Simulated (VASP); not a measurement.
# Ca2ZrN2 (Immm) in VASP: further runs

Runs on Ca2ZrN2. Level: PBE. Tasks: relaxation of cell and atoms.

All numbers are computed with VASP 6.6.1; they aren't measurements. Logs are shortened: lines on timing, memory, paths and dates and some standing lists are left out, and cuts for length are marked.

## 1. The crystal as given

It takes space group Immm (No. 71, orthorhombic). The conventional cell has a = 3.294 Å, b = 5.092 Å, c = 10.320 Å, α = 90.00°, β = 90.00°, γ = 90.00°. Ca (site symmetry mm2) has 4 N at 2.46 to 2.57 Å as nearest neighbours. Around Zr (site symmetry mmm) lie 4 N at 2.23 Å. Around N (site symmetry mm2) lie 2 Zr at 2.23 Å and 2 Ca at 2.46 Å.

The cell was built by a generator and needn't be a form met in nature.

## 2. Relaxation of cell and atoms, PBE

File INCAR:

```
SYSTEM = Ca2ZrN2
PREC = Accurate ; ENCUT = 520
EDIFF = 1E-6 ; ISMEAR = 0
SIGMA = 0.1 ; LREAL = .False.
LASPH = .True. ; NELM = 120
ALGO = Normal ; ISIF = 3
LWAVE = .False. ; LCHARG = .False.
GGA = PE ; IBRION = 2
NSW = 90 ; EDIFFG = -0.01
KPAR = 8
```

File KPOINTS:

```
Automatic mesh
0
Gamma
  10 10 10
  0 0 0
```

File POSCAR:

```
Ca2ZrN2
1.0
   -1.6470000000      2.5460000000      5.1600000000
    1.6470000000     -2.5460000000      5.1600000000
    1.6470000000      2.5460000000     -5.1600000000
Ca Zr N
2 1 2
Direct
    0.8217054300      0.3217054300      0.5000000000
    0.1782945700      0.6782945700      0.5000000000
    0.5000000000      0.0000000000      0.5000000000
    0.3548449600      0.3548449600      0.0000000000
    0.6451550400      0.6451550400      0.0000000000
```

Potentials or basis: VASP PAW PBE potentials, release 64 (Ca_sv, Zr_sv, N).

The run is started by

```bash
cat potpaw_PBE.64/Ca_sv/POTCAR potpaw_PBE.64/Zr_sv/POTCAR potpaw_PBE.64/N/POTCAR > POTCAR
mpirun -np 8 vasp_std > vasp.out
```

OUTCAR:

```text
SYSTEM = Ca2ZrN2
   PREC = Accurate
   ENCUT = 520
   EDIFF = 1E-6
   ISMEAR = 0
   LREAL = .False.
   LASPH = .True.
   NELM = 120
   ISIF = 3
   GGA = PE
   IBRION = 2
   NSW = 90
   EDIFFG = -0.01

 ion  position               nearest neighbor table
   1  0.822  0.322  0.500-   5 2.46   5 2.46   3 3.32
   2  0.178  0.678  0.500-   4 2.46   4 2.46   3 3.32
   3  0.500  0.000  0.500-   4 2.23   5 2.23   5 2.23   4 2.23   2 3.32   1 3.32
   4  0.355  0.355  0.000-   3 2.23   3 2.23   2 2.46   2 2.46
   5  0.645  0.645  0.000-   3 2.23   3 2.23   1 2.46   1 2.46

  LATTYP: Found a body centered orthorhombic cell.
 ALAT       =     3.2940000000
 B/A-ratio  =     1.5458409229
 C/A-ratio  =     3.1329690346

  Lattice vectors:

 A1 = (  -1.6470000000,   2.5460000000,   5.1600000000)
 A2 = (   1.6470000000,  -2.5460000000,   5.1600000000)
 A3 = (   1.6470000000,   2.5460000000,  -5.1600000000)

Analysis of symmetry for initial positions (statically):
=====================================================================
 Subroutine PRICEL returns:
 Original cell was already a primitive cell.

 Routine SETGRP: Setting up the symmetry group for a
 body centered orthorhombic supercell.

 Subroutine GETGRP returns: Found  8 space group operations
 (whereof  8 operations were pure point group operations)
 out of a pool of  8 trial point group operations.

The static configuration has the point symmetry D_2h.

Analysis of symmetry for dynamics (positions and initial velocities):
=====================================================================
 Subroutine PRICEL returns:
 Original cell was already a primitive cell.

 Routine SETGRP: Setting up the symmetry group for a
 body centered orthorhombic supercell.

 Subroutine GETGRP returns: Found  8 space group operations
 (whereof  8 operations were pure point group operations)
 out of a pool of  8 trial point group operations.

The dynamic configuration has the point symmetry D_2h.

 Subroutine INISYM returns: Found  8 space group operations
 (whereof  8 operations are pure point group operations),
 and found     1 'primitive' translations

----------------------------------------------------------------------------------------

                                     Primitive cell

  volume of cell :      86.5489

  direct lattice vectors                    reciprocal lattice vectors
    -1.647000000  2.546000000  5.160000000     0.000000000  0.196386489  0.096899225
     1.647000000 -2.546000000  5.160000000     0.303582271  0.000000000  0.096899225
     1.647000000  2.546000000 -5.160000000     0.303582271  0.196386489  0.000000000

  length of vectors
     5.985008354  5.985008354  5.985008354     0.218991125  0.318671704  0.361565828

  position of ions in fractional coordinates (direct lattice)
     0.821705430  0.321705430  0.500000000
     0.178294570  0.678294570  0.500000000
     0.500000000  0.000000000  0.500000000
     0.354844960  0.354844960  0.000000000
     0.645155040  0.645155040  0.000000000

  ion indices of the primitive-cell ions
   primitive index   ion index
                 1           1
                 2           2
                 3           3
                 4           4
                 5           5

----------------------------------------------------------------------------------------

 KPOINTS: Automatic mesh

Automatic generation of k-mesh.
 Grid dimensions read from file:
 generate k-points for:   10   10   10

 Generating k-lattice:

  Cartesian coordinates                     Fractional coordinates (reciprocal lattice)
     0.000000000  0.019638649  0.009689922     0.100000000 -0.000000000  0.000000000
     0.030358227  0.000000000  0.009689922     0.000000000  0.100000000  0.000000000
     0.030358227  0.019638649  0.000000000     0.000000000 -0.000000000  0.100000000

  Length of vectors
     0.021899112  0.031867170  0.036156583

  Shift w.r.t. Gamma in fractional coordinates (k-lattice)
     0.000000000  0.000000000  0.000000000

 Subroutine IBZKPT returns following result:
 ===========================================

 Found    171 irreducible k-points:

 Following reciprocal coordinates:
            Coordinates               Weight
  0.000000  0.000000  0.000000      1.000000
  0.100000  0.000000  0.000000      4.000000
  0.200000  0.000000  0.000000      4.000000
  0.300000  0.000000 -0.000000      4.000000
  0.400000 -0.000000  0.000000      4.000000
  0.500000  0.000000 -0.000000      2.000000
[... 16 lines left out ...]
 -0.400000  0.200000 -0.000000      8.000000
 -0.300000  0.200000 -0.000000      8.000000
 [... further k-points ...]
   k-points           NKPTS =    171   k-points in BZ     NKDIM =    171   number of bands    NBANDS=     25
   number of dos      NEDOS =    301   number of ions     NIONS =      5
   total plane-waves  NPLWV = 110592
   dimension x,y,z NGX =    48 NGY =   48 NGZ =   48
   dimension x,y,z NGXF=    96 NGYF=   96 NGZF=   96
   ions per type =               2   1   2
   NGX,Y,Z   is equivalent  to a cutoff of  13.33, 13.33, 13.33 a.u.
   NGXF,Y,Z  is equivalent  to a cutoff of  26.67, 26.67, 26.67 a.u.
 SYSTEM =  Ca2ZrN2
   PREC   = accura    normal or accurate (medium, high low for compatibility)
   ISTART =      0    job   : 0-new  1-cont  2-samecut
   ICHARG =      2    charge: 1-file 2-atom 10-const
   ISPIN  =      1    spin polarized calculation?
   LNONCOLLINEAR =      F non collinear calculations
   LSORBIT =      F    spin-orbit coupling
   LASPH  =      T    aspherical Exc in radial PAW
   ENCUT  =  520.0 eV  38.22 Ry    6.18 a.u.  11.13 11.13 11.13*2*pi/ulx,y,z
   NELM   =    120;   NELMIN=  2; NELMDL= -5     # of ELM steps
   EDIFF  = 0.1E-05   stopping-criterion for ELM
   LREAL  =      F    real-space projection
   EDIFFG = -.1E-01   stopping-criterion for IOM
   NSW    =     90    number of steps for IOM
   IBRION =      2    ionic relax: 0-MD 1-quasi-New 2-CG
   NFREE  =      1    steps in history (QN), initial steepest desc. (CG)
   ISIF   =      3    stress and relaxation
   ISYM   =      2    0-nonsym 1-usesym 2-fastsym
   POTIM  = 0.5000    time-step for ionic-motion
   TEBEG  =    0.0;   TEEND  =   0.0 temperature during run
   PSTRESS=    0.0 pullay stress
   NELECT =      42.0000    total number of electrons
   NUPDOWN=      -1.0000    fix difference up-down
   EMIN   =  10.00;   EMAX   =-10.00  energy-range for DOS
   EFERMI =   0.00;   METHOD = LEGACY
   ISMEAR =     0;   SIGMA  =   0.10  broadening in eV -4-tet -1-fermi 0-gaus
   EFERMI_NEDOS =   21; number of points for ismear=-14 and -15
   IALGO  =     38    algorithm
   IMIX   =      4    mixing-type and parameters
     AMIX     =   0.40;   BMIX     =  1.00
     AMIX_MAG =   1.60;   BMIX_MAG =  1.00
  volume/ion in A,a.u.               =      17.31       116.81
  Fermi-wavevector in a.u.,A,eV,Ry     =   1.286483  2.431100 22.518164  1.655038
  Thomas-Fermi vector in A             =   2.418555
   LORBIT       =      0    0 simple, 1 ext, 2 COOP (PROOUT), +10 PAW based schemes
   GGA     = PE    functional components
   LHFCALC =     F    Hartree Fock is set to
   AEXX    =    0.0000 exact exchange contribution
   IVDW    =     0    specifies the selected vdW correction
   LEPSILON=     F    determine dielectric tensor
   LRPA    =     F    only Hartree local field effects (RPA)
 conjugate gradient relaxation of ions
 non-spin polarized calculation
 Gauss-broadening in eV      SIGMA  =   0.10
  energy-cutoff  :      520.00
  volume of cell :       86.55
 maximum number of plane-waves:      2350
 NGX is ok and might be reduce to    48
   NGX = 23   NGY = 23   NGZ = 23

--------------------------------------- Ionic step        1  -------------------------------------------

 number of electron      42.0000001 magnetization

 Free energy of the ion-electron system (eV)
  ---------------------------------------------------
  ext. energy  EPLUGINS =         0.00000000
  ---------------------------------------------------
  free energy    TOTEN  =       -34.35965955 eV

  energy without entropy =      -34.34994780  energy(sigma->0) =      -34.35480367

------------------------ aborting loop because EDIFF is reached ----------------------------------------

  FORCE on cell =-STRESS in cart. coord.  units (eV):
  Direction    XX          YY          ZZ          XY          YZ          ZX
  --------------------------------------------------------------------------------------
  -------------------------------------------------------------------------------------
  Total        0.0860272      0.3557198      0.1538904      0.0000000      0.0000000      0.0000000
  in kB        1.5925198      6.5850172      2.8487898      0.0000000      0.0000000      0.0000000
  external PRESSURE =       3.6754423 kB  Pullay stress =       0.0000000 kB
[... 219 lines left out ...]
  energy  without entropy=      -34.3511670326  energy(sigma->0) =      -34.35602059

--------------------------------------- Ionic step        7  -------------------------------------------

 number of electron      42.0000000 magnetization

 Free energy of the ion-electron system (eV)
  ---------------------------------------------------
  ext. energy  EPLUGINS =         0.00000000
  ---------------------------------------------------
  free energy    TOTEN  =       -34.36091787 eV

  energy without entropy =      -34.35120347  energy(sigma->0) =      -34.35606067

 E-fermi :   5.7458     XC(G=0): -10.2602

 val. band max:        5.7418198614   @ k =   0.2000   0.2000   0.2000
 cond. band min:       5.7581666855   @ k =   0.4000   0.1000   0.1000
 fundamental gap:      0.0163468241
 Fermi energy:         5.7457739292

 k-point     1 :       0.0000    0.0000    0.0000
  band No.  band energies     occupation
      1     -43.3728      2.00000
      2     -34.8428      2.00000
      3     -34.7739      2.00000
      4     -21.5249      2.00000
      5     -21.5026      2.00000
      6     -21.1609      2.00000
[... 661 lines left out ...]
     24       7.4026      0.00000
     25       8.2908      0.00000

 [... further k-points ...]

------------------------ aborting loop because EDIFF is reached ----------------------------------------

  FORCE on cell =-STRESS in cart. coord.  units (eV):
  Direction    XX          YY          ZZ          XY          YZ          ZX
  --------------------------------------------------------------------------------------
  -------------------------------------------------------------------------------------
  Total       -0.0244370     -0.0048350      0.0224261      0.0000000      0.0000000      0.0000000
  in kB       -0.4499135     -0.0890170      0.4128904      0.0000000      0.0000000      0.0000000
  external PRESSURE =      -0.0420134 kB  Pullay stress =       0.0000000 kB
[... 20 lines left out ...]
  FREE ENERGIE OF THE ION-ELECTRON SYSTEM (eV)
  ---------------------------------------------------
  free  energy   TOTEN  =       -34.3609178741 eV

  energy  without entropy=      -34.3512034655  energy(sigma->0) =      -34.35606067

 reached required accuracy - stopping structural energy minimisation
```

It took 3.5 min on 8 MPI ranks of Intel Xeon 6975P-C (Granite Rapids), shared host; peak memory 0.62 GiB.

What came out:

* Free energy: -34.3609 eV
* Relaxed volume: 17.40 Å³/atom
* Relaxed cell: a = 5.988 Å, b = 5.988 Å, c = 5.988 Å, α = 148.08°, β = 129.33°, γ = 61.15°
* Space group after relaxing (to 0.05 Å): Immm (No. 71)
* Energy gained by relaxing: 0.3 meV/atom
* Ionic steps: 7
* Pressure after relaxing: 0.0 GPa
* Largest force after relaxing: 0.006 eV/Å
* Band gap on the k mesh: none (metal or under the smearing width)

Forces on the atoms (eV/Å):
```
Ca   0.000  0.000  0.006
Ca   0.000  0.000 -0.006
Zr   0.000  0.000  0.000
N    0.000  0.000  0.002
N    0.000  0.000 -0.002
```

The path:
```
step  energy change (eV)  largest force (eV/Å)  pressure (GPa)  volume (Å³)
   1              0.0000                0.0422            0.37        86.55
   2             -0.0009                0.0176           -0.15        87.05
   3             -0.0009                0.0178           -0.15        87.04
   4             -0.0011                0.0359            0.03        87.01
   5             -0.0011                0.0273            0.01        87.01
   6             -0.0012                0.0174            0.00        87.02
   7             -0.0013                0.0057            0.00        87.02
```

Final structure:
```
CELL_PARAMETERS angstrom
-1.64677 2.56244 5.15566
1.64677 -2.56244 5.15566
1.64677 2.56244 -5.15566
ATOMIC_POSITIONS crystal
Ca 0.82215 0.32215 0.50000
Ca 0.17785 0.67785 0.50000
Zr 0.50000 0.00000 0.50000
N 0.35483 0.35483 0.00000
N 0.64517 0.64517 0.00000
```

Levels at points of the mesh, in eV from the Fermi level:
```tsv
k point	band 18	band 19	band 20	band 21	band 22	band 23	band 24	band 25
(0.00, 0.00, 0.00)	-2.80	-2.32	-2.03	-1.51	1.53	1.55	2.16	2.53
(0.50, 0.00, 0.00)	-3.58	-2.00	-1.60	-0.04	-0.02	0.58	2.22	2.29
(0.00, 0.50, 0.00)	-2.88	-2.57	-2.02	-0.92	-0.33	1.23	2.09	2.45
(0.50, 0.50, 0.00)	-3.09	-2.68	-2.45	0.28	0.42	0.45	1.28	3.33
(0.50, 0.50, 0.50)	-3.01	-2.41	-2.01	-1.53	0.05	2.06	2.37	2.40
```

(Part 1 of 2 ends here.)
